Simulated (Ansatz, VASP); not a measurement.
# Cross-check of PbF2 (Fluorocronite) between VASP and Ansatz, part 2 of 2

One calculation is typed for both programs; each brings its own data sets and cutoff. How far apart do they land? The cell is taken from a series of VASP runs on this material, whose earlier steps may have relaxed, scaled or displaced it; both programs get it as it stands.

VASP 6.6.1 and Ansatz 0.2.0.

So far. Step 4 (Differences): The walks stopped with 0.04 GPa left in Ansatz and -0.05 GPa in VASP; each walk ends within a tolerance, so the volume difference is uncertain by about these residues over the bulk modulus, most in soft cells.

### Step 5. VASP: relaxation of cell and atoms, r2SCAN with rVV10

Level of this step: r2SCAN with rVV10; plane waves and PAW (Pb_d, F) (VASP).

The relaxed volume is the usual yardstick between codes: its relative difference is about their pressure difference at one cell divided by the bulk modulus. The cell compared in this pair holds 51.19 Å³, against 53.62 Å³ for the pair before.

INCAR

```
SYSTEM = PbF2
PREC = Accurate
ENCUT = 520
EDIFF = 1E-06
NELM = 100
ISMEAR = 0
SIGMA = 0.03
LREAL = .FALSE.
ALGO = Normal
METAGGA = R2SCAN
LUSE_VDW = .TRUE.
IVDW_NL = 2
BPARAM = 11.95
CPARAM = 0.0093
LASPH = .TRUE.
NBANDS = 20
LORBIT = 11
LWAVE = .FALSE.
LCHARG = .FALSE.
KPAR = 4
IBRION = 2
NSW = 50
ISIF = 3
EDIFFG = -0.006
```

POSCAR

```
PbF2
1.0
    0.0000000000      2.9470634689      2.9470634689
    2.9470634689      0.0000000000      2.9470634689
    2.9470634689      2.9470634689      0.0000000000
Pb F
1 2
Direct
    0.0000000000      0.0000000000      0.0000000000
    0.7500000000      0.7500000000      0.7500000000
    0.2500000000      0.2500000000      0.2500000000
```

KPOINTS

```
Automatic mesh
0
Gamma
6 6 6
0 0 0
```

The projector-augmented-wave data sets are Pb_d and F (PBE family, release 64).

Launch:

```
$ mpirun -np 4 vasp_std
```

Numbers of over 12 decimals in the logs are rounded to 6 here.

The log of the run:

```text
[banner, memory and clock lines left out]
running    4 mpi-ranks, on    1 nodes
[...]
|                                                                             |
|               ----> ADVICE to this user running VASP <----                  |
|                                                                             |
|     You have switched on vdW-DFT.                                           |
|     This routine was written and supplied by Jiri Klimes. We recommend      |
|     that you carefully read and cite the following publications:            |
|       J. Klimes, D.R. Bowler, A. Michelides                                 |
|          J. Phys.: Cond Matt. 22 022201 (2010)                              |
|       J. Klimes, D.R. Bowler, A. Michelides                                 |
|          Phys. Rev. B. 83, 195131 (2011)                                    |
|     and references therein.                                                 |
|                                                                             |

[...]
DAV:   3    -0.692552144400E+02    0.52804E-04   -0.13358E-04   752   0.185E-01    0.160E-02
Total rVV10 correction in eV:      0.9016978    29.3859838
Total rVV10 correction in eV:      0.9016978    29.3859838
Total rVV10 correction in eV:      0.9016978    29.3859838
Total rVV10 correction in eV:      0.9016978    29.3859838
DAV:   4    -0.692552066323E+02    0.78077E-05   -0.46419E-05   864   0.102E-01    0.593E-03
Total rVV10 correction in eV:      0.9017207    29.3859838
Total rVV10 correction in eV:      0.9017207    29.3859838
Total rVV10 correction in eV:      0.9017207    29.3859838
Total rVV10 correction in eV:      0.9017207    29.3859838
DAV:   5    -0.692552062107E+02    0.42169E-06   -0.40784E-06   656   0.256E-02
Total rVV10 correction in eV:      0.9017234    29.3859838
Total rVV10 correction in eV:      0.9017234    29.3859838
Total rVV10 correction in eV:      0.9017234    29.3859838
Total rVV10 correction in eV:      0.9017234    29.3859838
Total rVV10 correction in eV:      0.9017304    29.3859838
Total rVV10 correction in eV:      0.9017304    29.3859838
Total rVV10 correction in eV:      0.9017304    29.3859838
Total rVV10 correction in eV:      0.9017304    29.3859838
   3 F= -.69255206E+02 E0= -.69255206E+02  d E =0.105419E-06
[...]
reached required accuracy - stopping structural energy minimisation
```

OUTCAR, selected parts (step 5):

```text
  Total        0.0098326      0.0098326      0.0098326      0.0000000      0.0000000     -0.0000000
  in kB        0.3079039      0.3079039      0.3079039      0.0000000      0.0000000     -0.0000000
  external PRESSURE =       0.3079039 kB  Pullay stress =       0.0000000 kB

 POSITION                                       TOTAL-FORCE (eV/Angst)
 -----------------------------------------------------------------------------------
      0.00000      0.00000      0.00000         0.000000      0.000000      0.000000
      4.41980      4.41980      4.41980        -0.000000     -0.000000      0.000000
      1.47327      1.47327      1.47327         0.000000      0.000000     -0.000000
 -----------------------------------------------------------------------------------
    total drift:                                0.000000     -0.000000      0.000000

  FREE ENERGIE OF THE ION-ELECTRON SYSTEM (eV)
  ---------------------------------------------------
  free  energy   TOTEN  =       -69.2552062107 eV

  energy  without entropy=      -69.2552062107  energy(sigma->0) =      -69.25520621

[... 2 parts as in an earlier step ...]

[... 2 further parts left out ...]
[key lines of the parts left out:]
E-fermi :   1.8980
```

### Step 6. Ansatz: relaxation of cell and atoms, r2SCAN with rVV10

The same cell, functional, mesh and smearing now go to Ansatz, which takes its cutoff from its data sets.

The cell is taken from a series of VASP runs on this material, whose earlier steps may have relaxed, scaled or displaced it; both programs get it as it stands.

input.yaml

```yaml
crystal:
  lattice:
    - [0.0, 2.9470634689, 2.9470634689]
    - [2.9470634689, 0.0, 2.9470634689]
    - [2.9470634689, 2.9470634689, 0.0]
  atoms:
    - { symbol: Pb, position: [0.0, 0.0, 0.0] }
    - { symbol: F, position: [0.75, 0.75, 0.75] }
    - { symbol: F, position: [0.25, 0.25, 0.25] }
hamiltonian:
  xc: r2scan
  pseudopotentials: { kind: paw }
  dispersion: rvv10
kpoints:
  mp_grid: { grid: [6, 6, 6] }
scf:
  occupations: { method: gaussian, width: 0.03 }
relax:
  f_tol: 0.01
  max_steps: 60
  cell: { stress_tol: 0.05 }
output:
  forces: true
  stress: true
```

Launch:

```
$ ansatz run input.yaml --threads 4 --pin off --max-ram 9216MiB --backend cpu --events-out ev --progress --plain --runs-dir out
```

The log of the run:

```text
[...]
Crystal: 3 atoms, lattice volume = 51.192 Å³
Basis set: ecut = 500 eV, 1291 PW (Γ), exchange–correlation on 144×144×144 points (64 copies of the dense FFT grid, shifted against one another)
Bands: 18, of which v1, the nominal top of the filled ones, is band 14 counted from 1 (13 counted from 0)
Symmetry: 48 space group operations
[...]
k-points: 16 of 216
[...]
-0.000000      -0.000000       0.000513
  P = ⅓ Tr σ = 0.0005 GPa (0.005 kbar)
--- Relaxed structure (3 steps of the walk, 3 accepted, 1 SCFs on fresh bases) ---
[...]
cell:  # Å, volume = 51.1388 Å³
    - [0, 2.946051, 2.946051]
    - [2.946051, 0, 2.946051]
    - [2.946051, 2.946051, 0]
  atoms:
    - { symbol: Pb, position: [0, 0, 0] }
    - { symbol: F, position: [0.750000, 0.750000, 0.750000] }
    - { symbol: F, position: [0.25, 0.25, 0.25] }
[key lines of the parts left out:]
SCF converged after 4 iterations
Free energy (F): -13538.252409 eV
Fermi energy:    7.345104 eV
```

Elapsed: 5.5 s, on 4 threads of Arm Neoverse V1, shared host; peak memory 0.54 GiB; 20 s of CPU time.

### Step 7. Side by side

What differs besides the data sets and the points named for the pairs above, as far as they apply: VASP keeps PBE cores, Ansatz makes them for the functional; the cutoff is 500 eV in Ansatz and 520 eV in VASP. Total energies have different zeros and are not compared.

Compared:

```csv
quantity,Ansatz,VASP,difference
volume (Å³),51.14,51.16,-0.05 %
"edge a after relaxation, in the typed setting (Å)",4.166,4.167,-0.02 %
```

The walks stopped with 0.00 GPa left in Ansatz and 0.03 GPa in VASP; each walk ends within a tolerance, so the volume difference is uncertain by about these residues over the bulk modulus, most in soft cells.

### Step 8. Outcome

| Quantity | Value |
| --- | --- |
| difference in volume (relaxation of cell and atoms, PBE) | 0.20 % |
| difference in volume (relaxation of cell and atoms, r2SCAN with rVV10) | -0.049 % |

**Reading.** The difference in volume is 0.20 % (relaxation of cell and atoms, PBE), within the 1.2 % picked in this series as the mark of a large difference, as far as the stopping tolerances let one tell. Such differences can come from data sets, numerical settings and the points named under the comparisons, not from the functional's error against experiment.

[Lines on the potential files, build, host, timing and source positions are cut from VASP's logs without a mark.]

[Logs are printed without paths, hosts, clocks, repeated set-up lines and the standing remarks that a program may print on its own settings, such as how far it seeks lower states.]

[Hosts, paths, dates, database ids (printed as entryN), source tags and the programs' standing remarks are cut or masked in the printed files.]
